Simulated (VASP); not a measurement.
Here is the system:

```
SnSe2
1.0
    1.92095    -3.32719     0.00000
    1.92095     3.32719     0.00000
    0.00000     0.00000     6.64744
Sn Se
1 2
Cartesian
  1.92095  -3.32719   6.64744
  1.92095   1.10907   1.57774
  1.92095  -1.10907   5.06970
```

Computed with PW91 GGA, VASP's PBE PAW potentials (set 64) (plane waves; VASP). Numerical set-up: 520 eV cut-off, 7×7×4 Γ-centred mesh, Gaussian smearing of 0.050 eV, potentials Sn_d Se.

Without a dispersion term in the relaxation, distances and binding between the weakly bound layers, chains or molecules are unreliable, and so is what depends on them.

Question: The ions and cell shape at fixed volume are relaxed. Which structure does the run end with?

Answer: 
```
SnSe2
1.0
    1.93712    -3.35519     0.00000
    1.93712     3.35519     0.00000
    0.00000     0.00000     6.53696
Sn Se
1 2
Direct
  0.00000   0.00000   0.00000
  0.33333   0.66667   0.24398
  0.66667   0.33333   0.75602
```
Space group P-3m1 (164), at a tolerance of 0.03 Å.

Question: How much energy does the relaxation gain?

Answer: The energy (σ→0) changes by -3.8 meV/atom, in 7 ionic steps.

The compound is SnSe2 in the 1T layered structure. This cell is one point of a volume scan, at 0.97 of the reference volume. Symmetry was kept, so distortions that lower it aren't found.
